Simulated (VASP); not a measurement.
Data:

```cif
data_Nb2
_chemical_formula_sum 'Nb2'
_space_group_name_H-M_alt 'Im-3m'
_space_group_IT_number 229
_space_group_name_Hall '-I 4 2 3'
_cell_length_a 3.30540
_cell_length_b 3.30540
_cell_length_c 3.30540
_cell_angle_alpha 90.000
_cell_angle_beta 90.000
_cell_angle_gamma 90.000
loop_
_atom_site_label
_atom_site_type_symbol
_atom_site_symmetry_multiplicity
_atom_site_Wyckoff_symbol
_atom_site_fract_x
_atom_site_fract_y
_atom_site_fract_z
_atom_site_occupancy
Nb1 Nb 2 a 0.00000 0.00000 0.00000 1
```
(The calculation used a cell of 1 atom; values per cell refer to that cell.)

Calculation: PBE GGA, VASP's PBE PAW potentials (set 64) (plane waves; VASP). Numerical set-up: 480 eV cut-off, 14×14×14 Γ-centred mesh, first-order Methfessel-Paxton smearing of 0.10 eV, potentials Nb_sv.

Each relaxation starts from this cell; other phases were not tried.

### Question
The cell is relaxed at 20 GPa. What happens?

### Answer
The volume per atom goes from 18.06 to 16.39 Å³ (-9.2 %), and the cell becomes a = b = c = 3.2002 Å, α = β = γ = 90.00°, space group Im-3m.

### Question
The cell is relaxed at 30 GPa. What happens?

### Answer
The volume per atom goes from 18.06 to 15.76 Å³ (-12.7 %), and the cell becomes a = b = c = 3.1586 Å, α = β = γ = 90.00°, space group Im-3m.

Failed runs are left out, and for metals the shear rows, which the mesh's noise covers.

The compound is Nb in the bcc structure.
